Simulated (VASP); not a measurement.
# Sb3Au (P4/mmm) in VASP: further runs

One crystal, Sb3Au, is run at these levels: LDA; tasks: single point, relaxation of cell and atoms.

Everything below comes from runs of VASP 6.6.1. Logs are shortened: lines on timing, memory, paths and dates and some standing lists are left out, and cuts for length are marked.

## Step 1: Starting point

Symmetry: P4/mmm, No. 123, tetragonal system. Conventional cell: a = 2.997 Å, b = 2.997 Å, c = 11.395 Å, α = 90.00°, β = 90.00°, γ = 90.00°. Around Sb (site symmetry 4mm) lie 1 Au at 2.66 Å and 5 Sb at 3.00 to 3.04 Å. Sb (site symmetry 4/mmm) is surrounded by 6 Sb at 3.00 to 3.04 Å. Au (site symmetry 4/mmm) is surrounded by 2 Sb at 2.66 Å and 4 Au at 3.00 Å.

The cell comes from a database or a generator and needn't be the stable form of this composition.

## Step 2: Single point, LDA

The input, INCAR:

```
ALGO = Normal
EDIFF = 1E-7
ENCUT = 520
ISIF = 2
ISMEAR = 1
LASPH = T
LCHARG = T
LELF = T
LREAL = F
LVHAR = T
LWAVE = F
NBANDS = 21
NELM = 100
PREC = Accurate
SIGMA = 0.1
```

The input, KPOINTS:

```
k-points
0
Gamma
  7 7 2
```

The input, POSCAR:

```
Sb3Au
1.0
    2.9970464108      0.0000000000      0.0000000000
    0.0000000000      2.9970464108      0.0000000000
    0.0000000000      0.0000000000     11.3945942925
Sb Au
3 1
Direct
    0.0000000000      0.0000000000      0.2332916455
    0.0000000000      0.0000000000      0.5000000000
    0.0000000000      0.0000000000      0.7667083545
    0.0000000000      0.0000000000      0.0000000000
```

Potentials or basis: VASP PAW LDA potentials, release 64 (Sb, Au).

The run is started by

```sh
$ cat potpaw_LDA.64/Sb/POTCAR potpaw_LDA.64/Au/POTCAR > POTCAR
$ mpirun -np 1 vasp_std > vasp.out
```

OUTCAR:

```text
EDIFF = 1E-7
   ENCUT = 520
   ISIF = 2
   ISMEAR = 1
   LASPH = T
   LREAL = F
   NELM = 100
   PREC = Accurate

 ion  position               nearest neighbor table
   1  0.000  0.000  0.233-   4 2.66   2 3.04
   2  0.000  0.000  0.500-   1 3.04   3 3.04
   3  0.000  0.000  0.767-   4 2.66   2 3.04
   4  0.000  0.000  0.000-   1 2.66   3 2.66

  LATTYP: Found a simple tetragonal cell.
 ALAT       =     2.9970464108
 C/A-ratio  =     3.8019412217

  Lattice vectors:

 A1 = (   2.9970464108,   0.0000000000,   0.0000000000)
 A2 = (   0.0000000000,   2.9970464108,   0.0000000000)
 A3 = (   0.0000000000,   0.0000000000,  11.3945942925)

Analysis of symmetry for initial positions (statically):
=====================================================================
 Subroutine PRICEL returns:
 Original cell was already a primitive cell.

 Routine SETGRP: Setting up the symmetry group for a
 simple tetragonal supercell.

 Subroutine GETGRP returns: Found 16 space group operations
 (whereof 16 operations were pure point group operations)
 out of a pool of 16 trial point group operations.

The static configuration has the point symmetry D_4h.

Analysis of symmetry for dynamics (positions and initial velocities):
=====================================================================
 Subroutine PRICEL returns:
 Original cell was already a primitive cell.

 Routine SETGRP: Setting up the symmetry group for a
 simple tetragonal supercell.

 Subroutine GETGRP returns: Found 16 space group operations
 (whereof 16 operations were pure point group operations)
 out of a pool of 16 trial point group operations.

The dynamic configuration has the point symmetry D_4h.

 Subroutine INISYM returns: Found 16 space group operations
 (whereof 16 operations are pure point group operations),
 and found     1 'primitive' translations

----------------------------------------------------------------------------------------

                                     Primitive cell

  volume of cell :     102.3495

  direct lattice vectors                    reciprocal lattice vectors
     2.997046411  0.000000000  0.000000000     0.333661833  0.000000000  0.000000000
     0.000000000  2.997046411  0.000000000     0.000000000  0.333661833  0.000000000
     0.000000000  0.000000000 11.394594293     0.000000000  0.000000000  0.087760913

  length of vectors
     2.997046411  2.997046411 11.394594293     0.333661833  0.333661833  0.087760913

  position of ions in fractional coordinates (direct lattice)
     0.000000000  0.000000000  0.233291646
     0.000000000  0.000000000  0.500000000
     0.000000000  0.000000000  0.766708354
     0.000000000  0.000000000  0.000000000

  ion indices of the primitive-cell ions
   primitive index   ion index
                 1           1
                 2           2
                 3           3
                 4           4

----------------------------------------------------------------------------------------

 KPOINTS: k-points

Automatic generation of k-mesh.
 Grid dimensions read from file:
 generate k-points for:    7    7    2

 Generating k-lattice:

  Cartesian coordinates                     Fractional coordinates (reciprocal lattice)
     0.047665976  0.000000000  0.000000000     0.142857143  0.000000000  0.000000000
     0.000000000  0.047665976  0.000000000     0.000000000  0.142857143  0.000000000
     0.000000000  0.000000000  0.043880457     0.000000000  0.000000000  0.500000000

  Length of vectors
     0.047665976  0.047665976  0.043880457

  Shift w.r.t. Gamma in fractional coordinates (k-lattice)
     0.000000000  0.000000000  0.000000000

 Subroutine IBZKPT returns following result:
 ===========================================

 Found     20 irreducible k-points:

 Following reciprocal coordinates:
            Coordinates               Weight
  0.000000  0.000000  0.000000      1.000000
  0.142857  0.000000  0.000000      4.000000
  0.285714  0.000000  0.000000      4.000000
  0.428571  0.000000  0.000000      4.000000
  0.142857  0.142857  0.000000      4.000000
  0.285714  0.142857  0.000000      8.000000
[... 12 lines left out ...]
  0.428571  0.285714  0.500000      8.000000
  0.428571  0.428571  0.500000      4.000000
   k-points           NKPTS =     20   k-points in BZ     NKDIM =     20   number of bands    NBANDS=     21
   number of dos      NEDOS =    301   number of ions     NIONS =      4
   total plane-waves  NPLWV =  51840
   dimension x,y,z NGX =    24 NGY =   24 NGZ =   90
   dimension x,y,z NGXF=    48 NGYF=   48 NGZF=  180
   ions per type =               3   1
   NGX,Y,Z   is equivalent  to a cutoff of  13.31, 13.31, 13.13 a.u.
   NGXF,Y,Z  is equivalent  to a cutoff of  26.63, 26.63, 26.26 a.u.
 SYSTEM =  unknown system
   PREC   = accura    normal or accurate (medium, high low for compatibility)
   ISTART =      0    job   : 0-new  1-cont  2-samecut
   ICHARG =      2    charge: 1-file 2-atom 10-const
   ISPIN  =      1    spin polarized calculation?
   LNONCOLLINEAR =      F non collinear calculations
   LSORBIT =      F    spin-orbit coupling
   LASPH  =      T    aspherical Exc in radial PAW
   ENCUT  =  520.0 eV  38.22 Ry    6.18 a.u.   5.57  5.57 21.19*2*pi/ulx,y,z
   NELM   =    100;   NELMIN=  2; NELMDL= -5     # of ELM steps
   EDIFF  = 0.1E-06   stopping-criterion for ELM
   LREAL  =      F    real-space projection
   EDIFFG = 0.1E-05   stopping-criterion for IOM
   NSW    =      0    number of steps for IOM
   IBRION =     -1    ionic relax: 0-MD 1-quasi-New 2-CG
   NFREE  =      0    steps in history (QN), initial steepest desc. (CG)
   ISIF   =      2    stress and relaxation
   ISYM   =      2    0-nonsym 1-usesym 2-fastsym
   POTIM  = 0.5000    time-step for ionic-motion
   TEBEG  =    0.0;   TEEND  =   0.0 temperature during run
   PSTRESS=    0.0 pullay stress
   NELECT =      26.0000    total number of electrons
   NUPDOWN=      -1.0000    fix difference up-down
   EMIN   =  10.00;   EMAX   =-10.00  energy-range for DOS
   EFERMI =   0.00;   METHOD = LEGACY
   ISMEAR =     1;   SIGMA  =   0.10  broadening in eV -4-tet -1-fermi 0-gaus
   EFERMI_NEDOS =   21; number of points for ismear=-14 and -15
   IALGO  =     38    algorithm
   IMIX   =      4    mixing-type and parameters
     AMIX     =   0.40;   BMIX     =  1.00
     AMIX_MAG =   1.60;   BMIX_MAG =  1.00
  volume/ion in A,a.u.               =      25.59       172.67
  Fermi-wavevector in a.u.,A,eV,Ry     =   1.036822  1.959309 14.626248  1.074999
  Thomas-Fermi vector in A             =   2.171230
   LORBIT       =      0    0 simple, 1 ext, 2 COOP (PROOUT), +10 PAW based schemes
   GGA     = CA    functional components
   LHFCALC =     F    Hartree Fock is set to
   AEXX    =    0.0000 exact exchange contribution
   IVDW    =     0    specifies the selected vdW correction
   LEPSILON=     F    determine dielectric tensor
   LRPA    =     F    only Hartree local field effects (RPA)
 non-spin polarized calculation
 Methfessel and Paxton  Order N= 1 SIGMA  =   0.10
  energy-cutoff  :      520.00
  volume of cell :      102.35
 maximum number of plane-waves:      2779
 NGX is ok and might be reduce to    24
   NGX = 11   NGY = 11   NGZ = 43

 number of electron      26.0000005 magnetization

 Free energy of the ion-electron system (eV)
  ---------------------------------------------------
  ext. energy  EPLUGINS =         0.00000000
  ---------------------------------------------------
  free energy    TOTEN  =       -18.62382107 eV

  energy without entropy =      -18.62400438  energy(sigma->0) =      -18.62388217

 E-fermi :   7.6026     XC(G=0): -10.4982

 val. band max:        7.5525256277   @ k =   0.4286   0.2857   0.0000
 cond. band min:       7.6322890822   @ k =   0.4286   0.0000   0.5000
 fundamental gap:      0.0797634545
 Fermi energy:         7.6025903275

 k-point     1 :       0.0000    0.0000    0.0000
  band No.  band energies     occupation
      1      -5.0876      2.00000
      2      -4.2753      2.00000
      3      -3.4848      2.00000
      4       1.6357      2.00000
      5       2.3571      2.00000
      6       2.4875      2.00000
[... 13 lines left out ...]
     20      15.6472      0.00000
     21      15.6909      0.00000

 k-point     2 :       0.1429    0.0000    0.0000
  band No.  band energies     occupation
      1      -4.7637      2.00000
      2      -3.9514      2.00000
      3      -3.1631      2.00000
      4       2.0081      2.00000
      5       2.5902      2.00000
      6       2.6118      2.00000
[... 13 lines left out ...]
     20      16.0887      0.00000
     21      16.2383      0.00000

 k-point     3 :       0.2857    0.0000    0.0000
  band No.  band energies     occupation
      1      -3.8334      2.00000
      2      -3.0133      2.00000
      3      -2.2409      2.00000
      4       2.5803      2.00000
      5       2.8268      2.00000
      6       2.9844      2.00000
[... 13 lines left out ...]
     20      14.3869      0.00000
     21      16.5214      0.00000
[... 361 lines left out ...]
 k-point    19 :       0.4286    0.2857    0.5000
  band No.  band energies     occupation
      1      -1.1925      2.00000
      2      -0.9128      2.00000
      3       0.6258      2.00000
      4       2.6975      2.00000
      5       3.0179      2.00000
      6       3.3539      2.00000
[... 13 lines left out ...]
     20      13.1640      0.00000
     21      13.8059      0.00000

 k-point    20 :       0.4286    0.4286    0.5000
  band No.  band energies     occupation
      1       0.1433      2.00000
      2       0.2090      2.00000
      3       1.9918      2.00000
      4       2.9672      2.00000
      5       2.9834      2.00000
      6       3.1957      2.00000
[... 13 lines left out ...]
     20      11.6574      0.00000
     21      12.4334      0.00000

------------------------ aborting loop because EDIFF is reached ----------------------------------------

  FORCE on cell =-STRESS in cart. coord.  units (eV):
  Direction    XX          YY          ZZ          XY          YZ          ZX
  --------------------------------------------------------------------------------------
  -------------------------------------------------------------------------------------
  Total        0.2605032      0.2605032      0.0883330      0.0000000      0.0000000     -0.0000000
  in kB        4.0779119      4.0779119      1.3827638      0.0000000      0.0000000     -0.0000000
  external PRESSURE =       3.1795292 kB  Pullay stress =       0.0000000 kB

 VOLUME and BASIS-vectors are now :
 -----------------------------------------------------------------------------
  energy-cutoff  :      520.00
  volume of cell :      102.35
      direct lattice vectors                 reciprocal lattice vectors
     2.997046411  0.000000000  0.000000000     0.333661833  0.000000000  0.000000000
     0.000000000  2.997046411  0.000000000     0.000000000  0.333661833  0.000000000
     0.000000000  0.000000000 11.394594293     0.000000000  0.000000000  0.087760913

 POSITION                                       TOTAL-FORCE (eV/Angst)
 -----------------------------------------------------------------------------------
      0.00000      0.00000      2.65826         0.000000     -0.000000      0.019282
      0.00000      0.00000      5.69730         0.000000      0.000000      0.000000
      0.00000      0.00000      8.73633         0.000000      0.000000     -0.019282
      0.00000      0.00000      0.00000         0.000000      0.000000      0.000000
 -----------------------------------------------------------------------------------
    total drift:                                0.000000     -0.000000      0.000000

  FREE ENERGIE OF THE ION-ELECTRON SYSTEM (eV)
  ---------------------------------------------------
  free  energy   TOTEN  =       -18.6238210722 eV

  energy  without entropy=      -18.6240043806  energy(sigma->0) =      -18.62388217
```

Wall time 31 s (1 thread of Intel Xeon Platinum 8488C (Sapphire Rapids), shared host); peak memory 0.2 GiB.

What came out:

```
Free energy            : -18.6238 eV
Pressure               : 0.3 GPa
Largest force          : 0.019 eV/Å
Band gap on the k mesh : none (metal or under the smearing width)
```

Forces in eV/Å, atoms in the order of the input:
```
Sb   0.000  0.000  0.019
Sb   0.000  0.000  0.000
Sb   0.000  0.000 -0.019
Au   0.000  0.000  0.000
```

Levels at points of the mesh, in eV from the Fermi level:
| k point | band 9 | band 10 | band 11 | band 12 | band 13 | band 14 | band 15 | band 16 | band 17 | band 18 |
| --- | --- | --- | --- | --- | --- | --- | --- | --- | --- | --- |
| (0.00, 0.00, 0.00) | -3.23 | -2.27 | 0.17 | 1.44 | 4.07 | 4.07 | 4.97 | 4.97 | 5.54 | 5.54 |
| (0.00, 0.00, 0.50) | -3.09 | -2.29 | -2.27 | 3.92 | 4.19 | 4.19 | 4.66 | 4.66 | 5.76 | 5.77 |

(Part 1 of 2 ends here.)
